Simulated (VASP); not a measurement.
Computed with G0W0 on PBE orbitals, VASP's PBE PAW potentials (set 64) (plane waves; VASP).

Input for VASP

File POSCAR:
```
Se
9.90
  0.2207070707  -0.3822758586   0.0000000000
  0.2207070707   0.3822758586   0.0000000000
  0.0000000000   0.0000000000   0.5000000000
Se
3
direct
  0.0000000000   0.2250000000   0.6666670000
  0.7750000000   0.7750000000   0.0000000000
  0.2250000000   0.0000000000   0.3333330000
```

### KPOINTS
```
kpoints
0
gamma
  4 4 4
0 0 0
```

INCAR:
```
! general
SYSTEM     =Se
PREC       =Normal
ENCUT      =350   ! plane-wave cut-off (eV)
LREAL      =F
LASPH      =T   ! aspherical one-centre terms
NBANDS     =192

! electronic loop
ALGO       =EVGW0

! smearing
ISMEAR     =0
SIGMA      =0.01   ! width (eV)

! functional
GGA        =PE

! output
LWAVE      =T
LCHARG     =F

! other
ENCUTGW    =180
NELMGW     =1
NOMEGA     =64
NBANDSGW   =19
LSPECTRALGW=T
```

POTCAR, in this order: Se_GW (PBE.64 set). Program: vasp_std. Read from the step before: W*.

Output of the run:

OSZICAR:
```
energies w=
    0.000    0.000    0.521    0.000    1.041    0.000    1.559    0.000
    2.073    0.000    2.583    0.000    3.087    0.000    3.586    0.000
    4.079    0.000    4.565    0.000    5.044    0.000    5.517    0.000
    5.983    0.000    6.442    0.000    6.897    0.000    7.345    0.000
    7.790    0.000    8.230    0.000    8.666    0.000    9.101    0.000
    9.533    0.000    9.966    0.000   10.398    0.000   10.831    0.000
   11.267    0.000   11.707    0.000   12.150    0.000   12.601    0.000
   13.058    0.000   13.524    0.000   14.000    0.000   14.489    0.000
   14.992    0.000   15.511    0.000   16.049    0.000   16.608    0.000
   17.192    0.000   17.803    0.000   18.446    0.000   19.125    0.000
   19.846    0.000   20.614    0.000   21.436    0.000   22.321    0.000
   23.279    0.000   24.321    0.000   25.462    0.000   26.720    0.000
   28.116    0.000   29.678    0.000   31.439    0.000   33.444    0.000
   35.750    0.000   38.434    0.000   41.598    0.000   45.387    0.000
   50.005    0.000   55.759    0.000   63.122    0.000   72.869    0.000
   86.365    0.000  106.254    0.000  138.419    0.000  199.132    0.000
NQ=   1    0.0000    0.0000    0.0000,
 performed        305000 updates of chi_q(r,r)
NQ=   2    0.2500    0.0000    0.0000,
 performed        938000 updates of chi_q(r,r)
NQ=   3    0.5000    0.0000    0.0000,
 performed       1382000 updates of chi_q(r,r)
NQ=   4    0.2500    0.2500    0.0000,
 performed       1884000 updates of chi_q(r,r)
NQ=   5    0.0000    0.0000    0.2500,
 performed       2269000 updates of chi_q(r,r)
NQ=   6    0.2500    0.0000    0.2500,
 performed       2902000 updates of chi_q(r,r)
NQ=   7    0.0000    0.2500    0.2500,
 performed       3535000 updates of chi_q(r,r)
NQ=   8    0.5000    0.0000    0.2500,
 performed       4168000 updates of chi_q(r,r)
NQ=   9    0.2500    0.2500    0.2500,
 performed       4845000 updates of chi_q(r,r)
NQ=  10    0.0000    0.0000    0.5000,
 performed       5150000 updates of chi_q(r,r)
NQ=  11    0.2500    0.0000    0.5000,
 performed       5783000 updates of chi_q(r,r)
NQ=  12    0.5000    0.0000    0.5000,
 performed       6227000 updates of chi_q(r,r)
NQ=  13    0.2500    0.2500    0.5000,
 performed       6729000 updates of chi_q(r,r)
 resolving degeneracies of screened two electron integrals
```

### OUTCAR
```


 k-point   1 :       0.0000    0.0000    0.0000
  band No.  KS-energies  QP-energies   sigma(KS)   V_xc(KS)     V^pw_x(r,r')   Z            occupation Imag(sigma)

      1     -13.1934     -13.2469     -12.6373     -12.5467     -20.5777       0.5900       2.0000       1.3394
      2      -9.0626      -9.2776     -13.4276     -13.0879     -19.3327       0.6331       2.0000       0.8967
      3      -9.0626      -9.2776     -13.4276     -13.0879     -19.3327       0.6331       2.0000       0.8967
      4      -1.1771      -1.6508     -12.8926     -12.2244     -15.0501       0.7089       2.0000       0.1757
      5      -1.1771      -1.6508     -12.8926     -12.2244     -15.0501       0.7089       2.0000       0.1757
      6      -1.0937      -1.6312     -12.1073     -11.3367     -14.5392       0.6975       2.0000       0.2255
      7       0.6090       0.0488     -12.1871     -11.3737     -14.6261       0.6887       2.0000       0.1419
      8       0.6090       0.0488     -12.1871     -11.3737     -14.6261       0.6887       2.0000       0.1419
      9       2.2526       1.6891     -12.7686     -11.9810     -14.6343       0.7156       2.0000       0.0824
     10       4.5583       4.8607     -11.2032     -11.6249      -7.3412       0.7171       0.0000      -0.0902
     11       4.5583       4.8607     -11.2032     -11.6249      -7.3412       0.7171       0.0000      -0.0902
     12       4.8424       5.1152     -10.8366     -11.2157      -6.8942       0.7195       0.0000      -0.0938
     13       8.8117       8.8804      -8.1893      -8.2780      -3.8577       0.7749       0.0000      -0.1410
     14       9.1526       9.0852      -8.2878      -8.2003      -3.8746       0.7714       0.0000      -0.1833
     15       9.1526       9.0852      -8.2878      -8.2003      -3.8746       0.7714       0.0000      -0.1833
     16      11.0486      11.1236      -9.0854      -9.1860      -4.2248       0.7456       0.0000      -0.2477
     17      11.3597      11.3038      -8.0109      -7.9367      -3.0477       0.7542       0.0000      -0.2855
     18      11.4136      11.4462      -8.9302      -8.9742      -4.0266       0.7403       0.0000      -0.2585
     19      11.4136      11.4462      -8.9302      -8.9742      -4.0266       0.7403       0.0000      -0.2585

 k-point   2 :       0.2500    0.0000    0.0000
  band No.  KS-energies  QP-energies   sigma(KS)   V_xc(KS)     V^pw_x(r,r')   Z            occupation Imag(sigma)

      1     -12.9765     -13.0488     -12.7875     -12.6652     -20.5762       0.5902       2.0000       1.2685
      2      -9.2732      -9.4683     -13.2842     -12.9759     -19.3393       0.6329       2.0000       0.9466
      3      -9.0427      -9.2527     -13.4512     -13.1201     -19.3444       0.6342       2.0000       0.8839
      4      -2.1789      -2.6991     -12.0143     -11.2692     -14.9817       0.6981       2.0000       0.3566
      5      -1.7040      -2.1953     -12.5621     -11.8628     -15.0471       0.7026       2.0000       0.2385
      6      -0.9296      -1.4358     -12.2047     -11.4748     -14.7522       0.6936       2.0000       0.2383
      7       0.6065       0.0806     -12.3781     -11.6205     -14.5878       0.6942       2.0000       0.1314
      8       1.0062       0.4838     -12.5810     -11.8434     -14.4514       0.7082       2.0000       0.1027
      9       1.8659       1.3124     -12.5890     -11.8130     -14.4567       0.7133       2.0000       0.0893
     10       4.5561       4.8055     -10.8710     -11.2151      -7.1455       0.7249       0.0000      -0.0846
     11       4.6761       4.9288     -10.9576     -11.3084      -7.2134       0.7203       0.0000      -0.0873
     12       5.4745       5.7368     -11.2490     -11.6206      -7.2547       0.7060       0.0000      -0.1148
     13       8.6283       8.5760      -8.2123      -8.1436      -3.8334       0.7624       0.0000      -0.1593
     14       8.9285       8.9111      -8.2262      -8.2037      -3.7752       0.7704       0.0000      -0.1778
     15      10.6206      10.6544      -8.4136      -8.4580      -3.6549       0.7622       0.0000      -0.2559
     16      11.4691      11.5511      -9.2746      -9.3845      -4.2706       0.7460       0.0000      -0.3286
     17      11.7187      11.7486      -8.7091      -8.7490      -3.7005       0.7468       0.0000      -0.3211
     18      12.5954      12.6478      -9.2747      -9.3451      -4.0743       0.7438       0.0000      -0.3674
     19      13.3615      13.3775      -8.8006      -8.8218      -3.3966       0.7509       0.0000      -0.4512

 k-point   3 :       0.5000    0.0000    0.0000
  band No.  KS-energies  QP-energies   sigma(KS)   V_xc(KS)     V^pw_x(r,r')   Z            occupation Imag(sigma)

      1     -12.7171     -12.8052     -12.9826     -12.8344     -20.5933       0.5950       2.0000       1.1717
      2      -9.5570      -9.7339     -13.0484     -12.7672     -19.3111       0.6294       2.0000       1.0443
      3      -9.0215      -9.2279     -13.4780     -13.1532     -19.3553       0.6352       2.0000       0.8719
      4      -2.4860      -3.0034     -12.0358     -11.2945     -15.1321       0.6980       2.0000       0.3939
      5      -2.0486      -2.5490     -12.4063     -11.6923     -15.0716       0.7008       2.0000       0.2812
      6      -0.7794      -1.2986     -12.0069     -11.2504     -14.6999       0.6864       2.0000       0.2443
      7      -0.2307      -0.7156     -11.8657     -11.1607     -14.3013       0.6877       2.0000       0.2061
      8       0.8753       0.3479     -12.4341     -11.6898     -14.3014       0.7085       2.0000       0.1056
      9       1.6611       1.1213     -12.6058     -11.8449     -14.4678       0.7095       2.0000       0.0931
     10       4.6053       4.8298     -10.7913     -11.0996      -7.1276       0.7282       0.0000      -0.0827
     11       5.0061       5.2494     -10.9427     -11.2815      -7.1410       0.7182       0.0000      -0.0950
     12       6.7795       7.0382     -12.2257     -12.6019      -7.7158       0.6875       0.0000      -0.2500
     13       7.9503       7.8870      -8.0727      -7.9903      -3.8830       0.7684       0.0000      -0.1266
     14      10.3289      10.3390      -8.6260      -8.6391      -3.8267       0.7671       0.0000      -0.2876
     15      12.3287      12.4085      -9.1323      -9.2393      -3.9828       0.7455       0.0000      -0.3463
     16      12.3737      12.4374      -9.0156      -9.1014      -3.8823       0.7442       0.0000      -0.3214
     17      13.0314      13.1380      -9.3482      -9.4887      -3.9504       0.7586       0.0000      -0.5349
     18      13.4741      13.4631      -8.5607      -8.5459      -3.1243       0.7514       0.0000      -0.4869
     19      14.2352      14.3830      -9.3443      -9.5385      -3.6923       0.7606       0.0000      -0.5555

 k-point   4 :       0.2500    0.2500    0.0000
  band No.  KS-energies  QP-energies   sigma(KS)   V_xc(KS)     V^pw_x(r,r')   Z            occupation Imag(sigma)

      1     -12.7212     -12.8090     -12.9765     -12.8286     -20.5909       0.5939       2.0000       1.1750
      2      -9.4175      -9.6030     -13.1641     -12.8703     -19.3245       0.6315       2.0000       0.9925
      3      -9.1694      -9.3695     -13.3544     -13.0380     -19.3387       0.6322       2.0000       0.9152
      4      -2.3524      -2.8691     -12.1010     -11.3602     -15.0786       0.6975       2.0000       0.3591
      5      -2.2280      -2.7389     -12.2103     -11.4781     -15.0610       0.6977       2.0000       0.3284
      6      -0.5715      -1.0648     -12.1963     -11.4861     -14.5819       0.6946       2.0000       0.2061
      7       0.0871      -0.4201     -12.0291     -11.2903     -14.4604       0.6867       2.0000       0.1727
      8       0.4578      -0.0381     -12.3737     -11.6704     -14.2745       0.7051       2.0000       0.1220
      9       1.2315       0.6897     -12.1342     -11.3611     -14.2063       0.7009       2.0000       0.1149
     10       5.1796       5.3969     -11.1654     -11.4709      -7.3066       0.7113       0.0000      -0.1047
     11       5.6597       5.8865     -11.4910     -11.8130      -7.4921       0.7043       0.0000      -0.1307
     12       6.1327       6.3915     -11.6402     -12.0128      -7.4561       0.6948       0.0000      -0.1541
     13       8.4846       8.4406      -8.1933      -8.1358      -3.8522       0.7647       0.0000      -0.1492
     14       9.5514       9.5543      -8.5772      -8.5811      -3.8754       0.7641       0.0000      -0.2572
     15      11.4317      11.4850      -8.8487      -8.9199      -3.8917       0.7494       0.0000      -0.3174
     16      11.9825      12.0253      -8.6942      -8.7514      -3.6367       0.7492       0.0000      -0.3251
     17      13.0068      13.1092      -9.3306      -9.4672      -4.0330       0.7492       0.0000      -0.4044
     18      13.1753      13.2632      -9.2469      -9.3643      -3.9201       0.7489       0.0000      -0.4481
     19      15.1269      15.1858      -8.9675      -9.0451      -3.3788       0.7586       0.0000      -0.5900

 k-point   5 :       0.0000    0.0000    0.2500
  band No.  KS-energies  QP-energies   sigma(KS)   V_xc(KS)     V^pw_x(r,r')   Z            occupation Imag(sigma)

      1     -12.8970     -12.9712     -12.7039     -12.5793     -20.4880       0.5952       2.0000       1.3256
      2     -10.6907     -10.8392     -13.0868     -12.8523     -19.8224       0.6333       2.0000       1.1331
      3      -7.5277      -7.7806     -13.7177     -13.3461     -18.8831       0.6806       2.0000       0.7971
      4      -1.7924      -2.2743     -13.0381     -12.3560     -15.4034       0.7065       2.0000       0.2114
      5      -0.9435      -1.4759     -12.2720     -11.5095     -14.6247       0.6982       2.0000       0.2044
      6      -0.8394      -1.3279     -12.7781     -12.0838     -14.9466       0.7037       2.0000       0.1647
      7       0.7118       0.1605     -12.1038     -11.3056     -14.4331       0.6907       2.0000       0.1422
      8       1.0872       0.5224     -12.4086     -11.6006     -14.6520       0.6990       2.0000       0.1132
      9       1.8238       1.2651     -12.5170     -11.7313     -14.4791       0.7111       2.0000       0.0931
     10       4.1268       4.3607     -10.5217     -10.8405      -6.8813       0.7339       0.0000      -0.0757
     11       4.1956       4.4525     -11.1268     -11.4835      -7.4803       0.7203       0.0000      -0.0803
     12       4.3751       4.6046     -10.4570     -10.7700      -6.7322       0.7331       0.0000      -0.0806
     13       9.4025       9.4162      -8.5091      -8.5271      -3.9865       0.7618       0.0000      -0.1690
...
```
(Selected blocks of OUTCAR.)

The mesh is coarse and the basis finite, so the quasiparticle values are not converged.

The compound is Se in the trig structure. The cell was not relaxed at this level.
